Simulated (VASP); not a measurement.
Level of theory: LDA (Ceperley-Alder, Perdew-Zunger), VASP's LDA PAW potentials (set 64) (plane waves; VASP 6.6.1).

The input files of a VASP run:

### POSCAR
```
InAs
1
    0.0000000000     3.0460284363     3.0460284363
    3.0460284363     0.0000000000     3.0460284363
    3.0460284363     3.0460284363     0.0000000000
In As
1 1
Direct
  0.0000000000   0.0000000000   0.0000000000
  0.2500000000   0.2500000000   0.2500000000
```

File KPOINTS:
```
Automatic mesh
0
Gamma
11 11 11
0 0 0
```

INCAR:
```
SYSTEM = InAs
PREC = Accurate; ENCUT = 520; LREAL = .FALSE.
LASPH = .TRUE.
EDIFF = 1E-7; NELM = 100; ALGO = Normal
LMAXMIX = 4
ISMEAR = 1; SIGMA = 0.1
ISIF = 2
LWAVE = .FALSE.; LCHARG = .FALSE.
```

POTCAR, in this order: In_d As (LDA.64 set). Program: vasp_std.

Output of the run:

**OUTCAR**
```
 ion  position               nearest neighbor table
   1  0.000  0.000  0.000-   2 2.64   2 2.64   2 2.64   2 2.64
   2  0.250  0.250  0.250-   1 2.64   1 2.64   1 2.64   1 2.64
  LATTYP: Found a face centered cubic cell.
 ALAT       =     6.0920568726
 Subroutine PRICEL returns:
 Original cell was already a primitive cell.
 Subroutine GETGRP returns: Found 24 space group operations
The static configuration has the point symmetry T_d .
The dynamic configuration has the point symmetry T_d .
 Subroutine INISYM returns: Found 24 space group operations
 Subroutine IBZKPT returns following result:
 Found     56 irreducible k-points:

 Following reciprocal coordinates:
            Coordinates               Weight
  0.000000  0.000000  0.000000      1.000000
  0.090909  0.000000  0.000000      8.000000
  0.181818  0.000000  0.000000      8.000000
  0.272727  0.000000  0.000000      8.000000
  0.363636  0.000000  0.000000      8.000000
  0.454545  0.000000  0.000000      8.000000
  0.090909  0.090909  0.000000      6.000000
  0.181818  0.090909  0.000000     24.000000
  0.272727  0.090909  0.000000     24.000000
  0.363636  0.090909  0.000000     24.000000
  0.454545  0.090909  0.000000     24.000000
 -0.454545  0.090909  0.000000     24.000000
 -0.363636  0.090909  0.000000     24.000000
 -0.272727  0.090909  0.000000     24.000000
 -0.181818  0.090909  0.000000     24.000000
 -0.090909  0.090909  0.000000     12.000000
  0.181818  0.181818  0.000000      6.000000
  0.272727  0.181818  0.000000     24.000000
  0.363636  0.181818  0.000000     24.000000
  0.454545  0.181818  0.000000     24.000000
 -0.454545  0.181818  0.000000     24.000000
 -0.363636  0.181818  0.000000     24.000000
 -0.272727  0.181818  0.000000     24.000000
 -0.181818  0.181818  0.000000     12.000000
...
```

**OSZICAR**
```
       N       E                     dE             d eps       ncg     rms          rms(c)
DAV:   1     0.112579449908E+03    0.11258E+03   -0.85021E+03  1456   0.147E+03
DAV:   2    -0.732647136568E+00   -0.11331E+03   -0.11035E+03  1516   0.322E+02
DAV:   3    -0.909136343736E+01   -0.83587E+01   -0.83074E+01  1916   0.914E+01
DAV:   4    -0.931566019653E+01   -0.22430E+00   -0.22412E+00  1656   0.171E+01
DAV:   5    -0.932498401245E+01   -0.93238E-02   -0.93233E-02  2151   0.305E+00    0.452E+00
DAV:   6    -0.906033079329E+01    0.26465E+00   -0.43873E-01  2155   0.124E+01    0.252E+00
DAV:   7    -0.902433830851E+01    0.35992E-01   -0.12598E-01  1997   0.339E+00    0.655E-01
DAV:   8    -0.902086358476E+01    0.34747E-02   -0.11427E-02  1849   0.155E+00    0.224E-01
DAV:   9    -0.902071768743E+01    0.14590E-03   -0.93275E-04  1791   0.389E-01    0.125E-01
DAV:  10    -0.902074297170E+01   -0.25284E-04   -0.99943E-05  2279   0.137E-01    0.775E-02
DAV:  11    -0.902074838173E+01   -0.54100E-05   -0.41936E-05  2141   0.129E-01    0.838E-02
DAV:  12    -0.902074445342E+01    0.39283E-05   -0.84010E-06  1669   0.346E-02    0.112E-02
DAV:  13    -0.902074444607E+01    0.73483E-08   -0.91036E-07  1826   0.632E-03
   1 F= -.90207444E+01 E0= -.90207987E+01  d E =0.162689E-03
```

File OUTCAR:
```
------------------------ aborting loop because EDIFF is reached ----------------------------------------
  FORCE on cell =-STRESS in cart. coord.  units (eV):
  Direction    XX          YY          ZZ          XY          YZ          ZX
  --------------------------------------------------------------------------------------
  Total       -0.5991489     -0.5991489     -0.5991489      0.0000000     -0.0000000     -0.0000000
  in kB      -16.9829641    -16.9829641    -16.9829641      0.0000000     -0.0000000     -0.0000000
  external PRESSURE =     -16.9829641 kB  Pullay stress =       0.0000000 kB
  volume of cell :       56.52
      direct lattice vectors                 reciprocal lattice vectors
     0.000000000  3.046028436  3.046028436    -0.164148172  0.164148172  0.164148172
     3.046028436  0.000000000  3.046028436     0.164148172 -0.164148172  0.164148172
     3.046028436  3.046028436  0.000000000     0.164148172  0.164148172 -0.164148172
  FREE ENERGIE OF THE ION-ELECTRON SYSTEM (eV)
  ---------------------------------------------------
  free  energy   TOTEN  =        -9.0207444461 eV

  energy  without entropy=       -9.0209071355  energy(sigma->0) =       -9.02079868
```
(Selected blocks of OUTCAR.)

The compound is InAs in the zinc blende structure. This cell is one point of a volume scan, at 1.03 of the reference volume.
